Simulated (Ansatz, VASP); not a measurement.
# PtSe2 (1T-PtSe2 monolayer) in two plane-wave programs, part 2 of 2

Wanted: the spread between two codes on one cell, functional and k mesh.  The structure shown is the end of the VASP relaxation below.

VASP 6.6.1 and Ansatz 0.2.0.

So far: Starting point; VASP: relaxation, PBE with D3(BJ); Ansatz: single point, PBE with D3(BJ); Differences.

## (5) VASP: band structure, PBE with D3(BJ), spin-orbit coupling

Level of this step: PBE with D3(BJ), spin-orbit coupling; plane waves and PAW (Pt, Se) (VASP).

The same path points are solved in both programs, so levels can be compared one by one. The cell compared in this pair holds 271.78 Å³, against 256.03 Å³ for the pair before.

File INCAR:

```
SYSTEM = PtSe2
PREC = Normal
ENCUT = 350
EDIFF = 1E-06
NELM = 120
ISMEAR = 0
SIGMA = 0.03
LREAL = .FALSE.
ALGO = Fast
GGA = PE
IVDW = 12
LNONCOLLINEAR = .TRUE.
MAGMOM = 0 0 0 0 0 0 0 0 0
NBANDS = 34
GGA_COMPAT = .FALSE.
LASPH = .TRUE.
LSORBIT = .TRUE.
LMAXMIX = 4
LWAVE = .FALSE.
LCHARG = .FALSE.
KPAR = 4
IDIPOL = 3
LDIPOL = .TRUE.
DIPOL = 0.5 0.5 0.5
LVHAR = .TRUE.
LVACPOTAV = .TRUE.
```

File POSCAR:

```
PtSe2
1.0
    3.7768936563      0.0000000000      0.0000000000
   -1.8884468282      3.2708858537      0.0000000000
    0.0000000000      0.0000000000     22.0000000000
Pt Se
1 2
Direct
    0.0000000000      0.0000000000      0.5000000000
    0.3333333333      0.6666666667      0.4415542310
    0.6666666667      0.3333333333      0.5584457690
```

File KPOINTS:

```
Automatic mesh
0
Gamma
9 9 1
0 0 0
```

File KPOINTS_OPT:

```
Line mode
14
Line-mode
Reciprocal
  0.00000000   0.00000000   0.00000000 GAMMA
  0.50000000   0.00000000   0.00000000 M

  0.50000000   0.00000000   0.00000000 M
  0.33333333   0.33333333   0.00000000 K

  0.33333333   0.33333333   0.00000000 K
  0.00000000   0.00000000   0.00000000 GAMMA
```

Potentials, in the order of the species: Pt and Se (PBE family, release 64).

The run is started by

```
$ mpirun -np 4 vasp_ncl
```

Numbers of over 12 decimals in the logs are rounded to 6 here.

What it wrote:

```text
[... set-up lines as in an earlier step ...]
 entering main loop
       N       E                     dE             d eps       ncg     rms          rms(c)
DAV:   1     0.150240869131E+03    0.15024E+03   -0.57603E+03   832   0.687E+02
DAV:   2     0.409335183717E+01   -0.14615E+03   -0.13394E+03  1148   0.160E+02
DAV:   3    -0.151963587151E+02   -0.19290E+02   -0.19024E+02  1032   0.663E+01
DAV:   4    -0.155804325547E+02   -0.38407E+00   -0.38212E+00  1024   0.106E+01
[...]
RMM:  20    -0.146904600732E+02   -0.37863E-05   -0.15388E-07   624   0.149E-03    0.349E-04
RMM:  21    -0.146904618468E+02   -0.17735E-05   -0.62002E-08   489   0.107E-03    0.181E-04
RMM:  22    -0.146904628273E+02   -0.98054E-06   -0.48916E-08   487   0.102E-03
 -----------------------------------------------------------------------------
|                                                                             |
|           W    W    AA    RRRRR   N    N  II  N    N   GGGG   !!!           |
|           W    W   A  A   R    R  NN   N  II  NN   N  G    G  !!!           |
[...]
1 F= -.15558190E+02 E0= -.15558190E+02  d E =-.805009E-21  mag=     0.0000     0.0000    -0.0000
 Start KPOINTS_OPT (optional k-point list driver)
k-point batch [1-12\42]
       N       E                     dE             ncg
DAV:   1    -0.123911988360E+03   -0.25062E+04      840
DAV:   2    -0.182071927737E+04   -0.16968E+04     1178
DAV:   3    -0.205639180596E+04   -0.23567E+03     1016
DAV:   4    -0.206179997004E+04   -0.54082E+01     1032
DAV:   5    -0.206190329186E+04   -0.10332E+00     1046
DAV:   6    -0.206190730471E+04   -0.40128E-02     1146
DAV:   7    -0.206190739154E+04   -0.86828E-04     1100
DAV:   8    -0.206190739484E+04   -0.33057E-05     1022
DAV:   9    -0.206190739495E+04   -0.10866E-06      710
[...]
k-point batch [37-42\42]
       N       E                     dE             ncg
DAV:   1     0.253322001270E+04   -0.37379E+03      424
DAV:   2     0.171706039755E+04   -0.81616E+03      556
DAV:   3     0.160016136933E+04   -0.11690E+03      522
DAV:   4     0.159737834833E+04   -0.27830E+01      508
DAV:   5     0.159730265782E+04   -0.75691E-01      556
DAV:   6     0.159730044628E+04   -0.22115E-02      578
DAV:   7     0.159730038054E+04   -0.65739E-04      604
DAV:   8     0.159730037821E+04   -0.23309E-05      516
DAV:   9     0.159730037807E+04   -0.14038E-06      428
```

From OUTCAR (step 5):

```text
 Edisp (eV)   -0.86773

  Total      -1.31239    -1.31239    -0.00057     0.00000     0.00000     0.00000
  in kB      -7.73662    -7.73662    -0.00333     0.00000     0.00000     0.00000
  external pressure =       -5.16 kB  Pullay stress =        0.00 kB

 POSITION                                       TOTAL-FORCE (eV/Angst)
 -----------------------------------------------------------------------------------
      0.00000      0.00000     11.00000         0.000000      0.000000      0.000000
     -0.00000      2.18059      9.71419        -0.000000     -0.000000     -0.034625
      1.88845      1.09030     12.28581         0.000000      0.000000      0.034625
 -----------------------------------------------------------------------------------
    total drift:                                0.000000     -0.000000      0.000000

  FREE ENERGIE OF THE ION-ELECTRON SYSTEM (eV)
  ---------------------------------------------------
  free  energy   TOTEN  =       -15.5581895737 eV

  energy  without entropy=      -15.5581895737  energy(sigma->0) =      -15.55818957

[... 3 further parts left out ...]
[key lines of the parts left out:]
E-fermi :  -2.9148
```

## (6) Ansatz: band structure, PBE with D3(BJ), spin-orbit coupling

The same cell, functional, mesh and smearing now go to Ansatz, which takes its cutoff from its data sets.

File input.yaml:

```yaml
crystal:
  lattice:
    - [3.7768936563, 0.0, 0.0]
    - [-1.8884468282, 3.2708858537, 0.0]
    - [0.0, 0.0, 22.0]
  atoms:
    - { symbol: Pt, position: [0.0, 0.0, 0.5] }
    - { symbol: Se, position: [0.3333333333, 0.6666666667, 0.441554231] }
    - { symbol: Se, position: [0.6666666667, 0.3333333333, 0.558445769] }
hamiltonian:
  xc: pbe
  pseudopotentials: { kind: paw_fr }
  dispersion: d3bj
magnetization:
  noncollinear: true
  spin_orbit: true
kpoints:
  mp_grid: { grid: [9, 9, 1] }
  band_path:
    path:
      - [0.0, 0.0, 0.0]
      - [0.03846, 0.0, 0.0]
      - [0.07692, 0.0, 0.0]
      - [0.15385, 0.0, 0.0]
      - [0.19231, 0.0, 0.0]
      - [0.23077, 0.0, 0.0]
      - [0.26923, 0.0, 0.0]
      - [0.30769, 0.0, 0.0]
      - [0.34615, 0.0, 0.0]
      - [0.42308, 0.0, 0.0]
      - [0.46154, 0.0, 0.0]
      - [0.5, 0.0, 0.0]
      - [0.48718, 0.02564, 0.0]
      - [0.47436, 0.05128, 0.0]
      - [0.44872, 0.10256, 0.0]
      - [0.4359, 0.12821, 0.0]
      - [0.41026, 0.17949, 0.0]
      - [0.39744, 0.20513, 0.0]
      - [0.37179, 0.25641, 0.0]
      - [0.35897, 0.28205, 0.0]
      - [0.34615, 0.30769, 0.0]
      - [0.33333, 0.33333, 0.0]
      - [0.30769, 0.30769, 0.0]
      - [0.25641, 0.25641, 0.0]
      - [0.23077, 0.23077, 0.0]
      - [0.20513, 0.20513, 0.0]
      - [0.15385, 0.15385, 0.0]
      - [0.12821, 0.12821, 0.0]
      - [0.07692, 0.07692, 0.0]
      - [0.05128, 0.05128, 0.0]
      - [0.0, 0.0, 0.0]
    npoints: 1
scf:
  occupations: { method: gaussian, width: 0.03 }
  n_extra_bands: 14
efield:
  axis: 3
  dipole_correction: true
  ramp_width: 0.04
output:
  forces: true
  eigenvalues: true
  write_density: true
  write_potential: true
  elf: true
  volumetric_format: npy
```

The run is started by

```
$ ansatz run input.yaml --threads 2 --pin off --max-ram 4608MiB --backend cpu --events-out ev --progress --plain --runs-dir out
```

What it wrote:

```text
[...]
non-collinear run that drives no moment, with spin-orbit: no starting moment large enough to seed its density (crystal.atoms[].spin), no starting occupations that ask for one, no magnetisation constraint and no magnetic field, so the semilocal B_xc is pinned to zero
Crystal: 3 atoms, lattice volume = 271.783 Å³
[...]
k-point 1: bands = [... 46 lower, -1.8486, -1.8486, -1.6254, -1.6254, 0.4493, 0.4493, 1.0257, 1.0257, ... 10 higher]
  k-point 2: bands = [... 46 lower, -1.9414, -1.9414, -1.6917, -1.6917, -0.3413, -0.3413, 0.8261, 0.8261, ... 10 higher]
  k-point 11: bands = [... 46 lower, -2.7307, -2.7307, -2.5863, -2.5863, 0.1003, 0.1003, 0.1043, 0.1043, ... 10 higher]
[key lines of the parts left out:]
SCF converged after 9 iterations
Magnetization: |M| = 0.0000 μB,  M = (+0.0000, +0.0000, +0.0000) μB
Free energy (F): -23498.161785 eV
Fermi energy:    -0.964906 eV
Dipole field:    D = 0.000024 V/Å  (p = 0.000036 e·Å, saw-weighted, corrected)
Work function:   Φ+ = 4.9770 eV   Φ− = 4.9775 eV
```

Wall time 2.3 min (2 threads of Arm Neoverse N1, shared host); peak memory 1.2 GiB.

## (7) Side by side

What differs besides the data sets and the points named for the pairs above, as far as they apply: spin-orbit coupling enters by fully relativistic files in Ansatz and inside the spheres in VASP; the data sets hold 50 valence electrons in Ansatz (fully relativistic PAW (standard-fr) files) and 22 in VASP. Total energies have different zeros and are not compared.

Compared:

```
                     quantity  Ansatz   VASP  difference
gap over the path points (eV)   1.239  1.220      +0.019
```

Levels at points of the path, from each program's valence-band top (eV; 8 filled, then empty):

```
k (reciprocal lattice)                                                                         Ansatz                                                                           VASP
     0.000 0.000 0.000    -1.21 -1.21 -0.81 -0.81 -0.33 -0.33 0.00 0.00 2.75 2.75 2.82 2.82 4.35 4.35    -1.22 -1.22 -0.80 -0.80 -0.32 -0.32 0.00 0.00 2.73 2.73 2.81 2.81 4.35 4.35
     0.038 0.000 0.000    -1.28 -1.28 -0.77 -0.77 -0.32 -0.32 0.00 0.00 2.65 2.65 2.77 2.77 4.41 4.41  -1.29 -1.29 -0.77 -0.77 -0.31 -0.31 -0.01 -0.01 2.64 2.64 2.76 2.76 4.41 4.41
     0.077 0.000 0.000  -1.48 -1.48 -0.70 -0.70 -0.29 -0.29 -0.02 -0.02 2.37 2.37 2.70 2.70 4.58 4.58  -1.48 -1.48 -0.69 -0.69 -0.29 -0.29 -0.02 -0.02 2.35 2.35 2.68 2.68 4.58 4.58
     0.154 0.000 0.000  -1.95 -1.95 -0.61 -0.61 -0.20 -0.20 -0.08 -0.08 1.63 1.63 2.51 2.51 5.09 5.09  -1.96 -1.96 -0.60 -0.60 -0.21 -0.21 -0.09 -0.09 1.61 1.61 2.50 2.50 5.09 5.09
     0.192 0.000 0.000  -2.14 -2.14 -0.68 -0.68 -0.24 -0.24 -0.09 -0.09 1.35 1.35 2.44 2.44 5.37 5.37  -2.15 -2.15 -0.67 -0.67 -0.24 -0.24 -0.10 -0.10 1.33 1.33 2.43 2.43 5.37 5.37
     0.231 0.000 0.000  -2.27 -2.27 -0.83 -0.83 -0.40 -0.40 -0.12 -0.12 1.24 1.24 2.41 2.41 5.39 5.39  -2.28 -2.28 -0.82 -0.82 -0.40 -0.40 -0.12 -0.12 1.22 1.22 2.40 2.40 5.40 5.40
     0.269 0.000 0.000  -2.35 -2.35 -1.05 -1.05 -0.63 -0.63 -0.23 -0.23 1.31 1.31 2.41 2.41 5.14 5.14  -2.36 -2.36 -1.05 -1.05 -0.64 -0.64 -0.23 -0.23 1.29 1.29 2.39 2.39 5.14 5.14
     0.308 0.000 0.000  -2.40 -2.40 -1.33 -1.33 -0.89 -0.89 -0.39 -0.39 1.49 1.49 2.43 2.43 4.92 4.92  -2.41 -2.41 -1.33 -1.33 -0.90 -0.90 -0.40 -0.40 1.47 1.47 2.42 2.42 4.92 4.92
     0.346 0.000 0.000  -2.42 -2.42 -1.62 -1.62 -1.16 -1.16 -0.59 -0.59 1.70 1.70 2.47 2.47 4.76 4.76  -2.43 -2.43 -1.62 -1.62 -1.17 -1.17 -0.59 -0.59 1.68 1.68 2.45 2.45 4.75 4.75
     0.423 0.000 0.000  -2.41 -2.41 -1.93 -1.93 -1.69 -1.69 -1.05 -1.05 2.07 2.07 2.54 2.54 4.60 4.60  -2.42 -2.42 -1.93 -1.93 -1.70 -1.70 -1.05 -1.05 2.05 2.05 2.52 2.52 4.59 4.59
```

At this near-relaxed geometry the largest component of a force difference is 11 meV/Å. Among the levels compared (up to four filled and three empty ones at each point), filled levels agree within 17 meV and empty ones within 22 meV.

## (8) What came out

```json
{
  "difference in gap on the k mesh (single point, PBE with D3(BJ))": "0.0097 eV",
  "difference in gap over the path points (band structure, PBE with D3(BJ), spin-orbit coupling)": "0.019 eV"
}
```

The difference in gap over the path points is 0.019 eV (band structure, PBE with D3(BJ), spin-orbit coupling), within the 0.08 eV picked in this series as the mark of a large difference. How closely two codes agree says nothing of how well the functional describes the real material.

[Lines on the potential files, build, host, timing and source positions are cut from VASP's logs without a mark.]

[Logs are printed without paths, hosts, clocks, repeated set-up lines and the standing remarks that a program may print on its own settings, such as how far it seeks lower states.]

[Hosts, paths, dates, database ids (printed as entryN), source tags and the programs' standing remarks are cut or masked in the printed files.]
